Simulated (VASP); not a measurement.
Output of a VASP run:

OUTCAR:
```
 ion  position               nearest neighbor table
   1  0.000  0.000  0.009-   5 2.37   6 2.37   7 2.43   8 2.43
   2  0.500  0.500  0.009-   5 2.37   6 2.37   7 2.43   8 2.43
   3  0.500  0.000  0.491-   5 2.37   6 2.37   7 2.43   8 2.43
   4  0.000  0.500  0.491-   5 2.37   6 2.37   7 2.43   8 2.43
   5  0.250  0.250  0.250-   1 2.37   2 2.37   3 2.37   4 2.37
   6  0.750  0.750  0.250-   1 2.37   2 2.37   3 2.37   4 2.37
   7  0.750  0.250  0.750-   1 2.43   2 2.43   3 2.43   4 2.43
   8  0.250  0.750  0.750-   1 2.43   2 2.43   3 2.43   4 2.43
  LATTYP: Found a simple tetragonal cell.
 ALAT       =     5.5461266105
 C/A-ratio  =     0.9995607582
 Subroutine PRICEL returns following result:
  LATTYP: Found a simple tetragonal cell.
 ALAT       =     3.9217037356
 C/A-ratio  =     1.4135923807
 Subroutine GETGRP returns: Found  8 space group operations
The static configuration has the point symmetry C_2v.
 The point group associated with its full space group is D_2d.
The dynamic configuration has the point symmetry C_2v.
 Subroutine INISYM returns: Found  8 space group operations
 Subroutine IBZKPT returns following result:
 Found     18 irreducible k-points:

 Following reciprocal coordinates:
            Coordinates               Weight
  0.000000  0.000000  0.000000      1.000000
  0.250000  0.000000  0.000000      4.000000
  0.500000  0.000000  0.000000      2.000000
  0.250000  0.250000  0.000000      4.000000
  0.500000  0.250000  0.000000      4.000000
  0.500000  0.500000  0.000000      1.000000
  0.000000  0.000000  0.250000      2.000000
  0.250000  0.000000  0.250000      8.000000
  0.500000  0.000000  0.250000      4.000000
  0.250000  0.250000  0.250000      8.000000
  0.500000  0.250000  0.250000      8.000000
  0.500000  0.500000  0.250000      2.000000
  0.000000  0.000000  0.500000      1.000000
  0.250000  0.000000  0.500000      4.000000
  0.500000  0.000000  0.500000      2.000000
  0.250000  0.250000  0.500000      4.000000
  0.500000  0.250000  0.500000      4.000000
  0.500000  0.500000  0.500000      1.000000
   k-points           NKPTS =     18   k-points in BZ     NKDIM =     18   number of bands    NBANDS=     43
   number of dos      NEDOS =    301   number of ions     NIONS =      8
   total plane-waves  NPLWV =  46656
   dimension x,y,z NGX =    36 NGY =   36 NGZ =   36
   dimension x,y,z NGXF=    72 NGYF=   72 NGZF=   72
   ions per type =               4   2   2
   PREC   = accura    normal or accurate (medium, high low for compatibility)
   ISTART =      0    job   : 0-new  1-cont  2-samecut
   ICHARG =      2    charge: 1-file 2-atom 10-const
   ISPIN  =      1    spin polarized calculation?
   LNONCOLLINEAR =      F non collinear calculations
   LSORBIT =      F    spin-orbit coupling
   INIWAV =      1    electr: 0-lowe 1-rand  2-diag
   ENCUT  =  400.0 eV  29.40 Ry    5.42 a.u.   9.04  9.04  9.04*2*pi/ulx,y,z
   NELM   =    100;   NELMIN=  2; NELMDL= -5     # of ELM steps
   EDIFF  = 0.1E-05   stopping-criterion for ELM
   LREAL  =      F    real-space projection
   NLSPLINE    = F    spline interpolate recip. space projectors
   LMAXMIX     =    4 max onsite mixed and CHGCAR
   VOSKOWN=      0    Vosko Wilk Nusair interpolation
   EDIFFG = -.2E-01   stopping-criterion for IOM
   NSW    =     60    number of steps for IOM
   NBLOCK =      1;   KBLOCK =     60    inner block; outer block
   IBRION =      2    ionic relax: 0-MD 1-quasi-New 2-CG
   NFREE  =      1    steps in history (QN), initial steepest desc. (CG)
   ISIF   =      3    stress and relaxation
   ISYM   =      2    0-nonsym 1-usesym 2-fastsym
   TEIN   =    0.0    initial temperature
   TEBEG  =    0.0;   TEEND  =   0.0 temperature during run
   SMASS  =  -3.00    Nose mass-parameter (am)
   PSTRESS=    0.0 pullay stress
   NELECT =      72.0000    total number of electrons
   EFERMI =   0.00;   METHOD = LEGACY
   ISMEAR =     0;   SIGMA  =   0.05  broadening in eV -4-tet -1-fermi 0-gaus
   IALGO  =     38    algorithm
   LDIAG  =      T    sub-space diagonalisation (order eigenvalues)
...
```

**OSZICAR**
```
       N       E                     dE             d eps       ncg     rms          rms(c)
DAV:   1     0.563353572120E+03    0.56335E+03   -0.28917E+04  1624   0.207E+03
DAV:   2     0.518376342882E+02   -0.51152E+03   -0.49896E+03  1671   0.519E+02
DAV:   3    -0.336355082862E+02   -0.85473E+02   -0.83235E+02  1804   0.161E+02
DAV:   4    -0.387767006348E+02   -0.51412E+01   -0.51081E+01  1952   0.395E+01
DAV:   5    -0.389102294723E+02   -0.13353E+00   -0.13325E+00  2013   0.640E+00    0.729E+00
DAV:   6    -0.380806646352E+02    0.82956E+00   -0.16254E+00  2176   0.153E+01    0.424E+00
DAV:   7    -0.379468364943E+02    0.13383E+00   -0.73174E-01  1881   0.393E+00    0.144E+00
DAV:   8    -0.379423595852E+02    0.44769E-02   -0.15459E-01  1995   0.417E+00    0.288E-01
DAV:   9    -0.379415852933E+02    0.77429E-03   -0.20917E-02  2009   0.199E+00    0.109E-01
DAV:  10    -0.379416941521E+02   -0.10886E-03   -0.33684E-03  1878   0.499E-01    0.561E-02
DAV:  11    -0.379418731294E+02   -0.17898E-03   -0.71958E-04  2194   0.129E-01    0.360E-02
DAV:  12    -0.379418717532E+02    0.13763E-05   -0.61564E-05  1917   0.445E-02    0.171E-02
DAV:  13    -0.379418776380E+02   -0.58849E-05   -0.11967E-05  1516   0.154E-02    0.454E-03
DAV:  14    -0.379418777983E+02   -0.16025E-06   -0.42976E-07  1187   0.348E-03
   1 F= -.37941878E+02 E0= -.37941878E+02  d E =-.379419E+02
```

File OUTCAR:
```
------------------------ aborting loop because EDIFF is reached ----------------------------------------
  FORCE on cell =-STRESS in cart. coord.  units (eV):
  Direction    XX          YY          ZZ          XY          YZ          ZX
  --------------------------------------------------------------------------------------
  Total       -0.1401157     -0.1401157     -0.0371110      0.0000000      0.0000000      0.0000000
  in kB       -1.3164936     -1.3164936     -0.3486865      0.0000000      0.0000000      0.0000000
  external PRESSURE =      -0.9938912 kB  Pullay stress =       0.0000000 kB
  volume of cell :      170.52
      direct lattice vectors                 reciprocal lattice vectors
     5.546126610  0.000000000  0.000000000     0.180306017  0.000000000  0.000000000
     0.000000000  5.546126610  0.000000000     0.000000000  0.180306017  0.000000000
     0.000000000  0.000000000  5.543690520     0.000000000  0.000000000  0.180385250
 POSITION                                       TOTAL-FORCE (eV/Angst)
 -----------------------------------------------------------------------------------
      0.00000      0.00000      0.04928        -0.000000     -0.000000      0.018146
      2.77306      2.77306      0.04928        -0.000000      0.000000      0.018146
      2.77306      0.00000      2.72256        -0.000000     -0.000000     -0.018146
      0.00000      2.77306      2.72256         0.000000      0.000000     -0.018146
      1.38653      1.38653      1.38592         0.000000     -0.000000      0.000000
      4.15959      4.15959      1.38592         0.000000     -0.000000      0.000000
      4.15959      1.38653      4.15777        -0.000000     -0.000000      0.000000
      1.38653      4.15959      4.15777         0.000000     -0.000000      0.000000
 -----------------------------------------------------------------------------------
    total drift:                                0.000000      0.000000      0.000000
  FREE ENERGIE OF THE ION-ELECTRON SYSTEM (eV)
  ---------------------------------------------------
  free  energy   TOTEN  =       -37.9418777983 eV

  energy  without entropy=      -37.9418777983  energy(sigma->0) =      -37.94187780

 reached required accuracy - stopping structural energy minimisation
```
(Selected blocks of OUTCAR.)

File POSCAR:
```
Ga4As2P2
1
    5.5461266105     0.0000000000     0.0000000000
    0.0000000000     5.5461266105     0.0000000000
    0.0000000000     0.0000000000     5.5436905200
Ga P As
4 2 2
Direct
  0.0000000000   0.0000000000   0.0088898068
  0.5000000000   0.5000000000   0.0088898068
  0.5000000000   0.0000000000   0.4911101932
  0.0000000000   0.5000000000   0.4911101932
  0.2500000000   0.2500000000   0.2500000000
  0.7500000000   0.7500000000   0.2500000000
  0.7500000000   0.2500000000   0.7500000000
  0.2500000000   0.7500000000   0.7500000000
```

**Question.** Write an INCAR and KPOINTS that could have produced this output.

**Answer.** One answer among several that fit: the input of the run itself, PBEsol GGA, plane waves, VASP's PBE PAW potentials (set 64).

KPOINTS:
```
Automatic
0
G
4 4 4
0 0 0
```

INCAR:
```
SYSTEM = Ga4As2P2
EDIFF = 1E-6   # SCF stop (eV)
LCHARG = F
LASPH = T   # aspherical one-centre terms
NELM = 100   # most electronic steps
ENCUT = 400   # plane-wave cut-off (eV)
NSW = 60   # most ionic steps
EDIFFG = -0.02
IBRION = 2   # conjugate gradients
LMAXMIX = 4   # l cut-off of mixed one-centre charges
SIGMA = 0.05   # width (eV)
ISIF = 3   # ions, shape and volume
ALGO = Normal   # blocked Davidson
LWAVE = F
GGA = PS   # PBEsol
PREC = Accurate
LREAL = F
ISMEAR = 0
```

POTCAR, in this order: Ga_d P As (PBE.64 set). Program: vasp_std.

The structure was generated: Ga4As2P2 was put into an ordered model structure (P-4m2), which need not be its known phase. It was relaxed first. The start is the result of an earlier pass.
